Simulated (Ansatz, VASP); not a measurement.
# BiIr in VASP and in Ansatz

INCAR

```
PREC = Accurate
ENCUT = 520
EDIFF = 1E-7
ISMEAR = -1
SIGMA = 0.1
LREAL = False
LASPH = True
NELM = 100
ALGO = Normal
ISIF = 2
LWAVE = False
LCHARG = False
GGA = PS
NBANDS = 19
```

KPOINTS

```
regular mesh
0
Gamma
  12 12 12
```

File POSCAR:

```
BiIr
1.0
    0.0000000000      2.8532032803      2.8532032803
    2.8532032803      0.0000000000      2.8532032803
    2.8532032803      2.8532032803      0.0000000000
Ir Bi
1 1
Direct
    0.0000000000      0.0000000000      0.0000000000
    0.2500000000      0.2500000000      0.2500000000
```

Input for Ansatz:

```yaml
crystal:
  lattice:
    - [0.0, 2.8532032803, 2.8532032803]
    - [2.8532032803, 0.0, 2.8532032803]
    - [2.8532032803, 2.8532032803, 0.0]
  atoms:
    - { symbol: Ir, position: [0.0, 0.0, 0.0] }
    - { symbol: Bi, position: [0.25, 0.25, 0.25] }
kpoints:
  mp_grid: { grid: [12, 12, 12] }
scf:
  occupations: { method: fermi_dirac, width: 0.1 }
hamiltonian:
  xc: pbesol
  pseudopotentials: { kind: all_electron, lapw: { basis_error: 0.001 } }
output:
  forces: true
  stress: true
  eigenvalues: true
  populations: true
```

Change from the starting cell: volume scaled by 0.84, LAPW.

Alike in both runs: task single point; functional PBEsol; k mesh 12 × 12 × 12; occupations fermi-dirac, width 0.1 eV; no spin polarisation.

```csv
,VASP,Ansatz
version,VASP 6.6.1,Ansatz 0.2.0
potentials or method,"VASP PAW PBE potentials, release 64 (Ir, Bi_d)","all-electron LAPW, scalar-relativistic"
plane-wave cutoff (eV),520,see its input
```

```tsv
	VASP	Ansatz	Ansatz less VASP
pressure (GPa)	26.7	26.2	-0.45
```

Ansatz ran all-electron here, so the differences hold the error of VASP's frozen core and of both bases.

Caveats: so large a pressure means that the cell lies far from this level's equilibrium, or that cutoff or potentials fall short (VASP); the potentials were made for another functional, which shifts forces and pressure (VASP); spin-orbit coupling is left out, which moves the levels of the heavy elements.
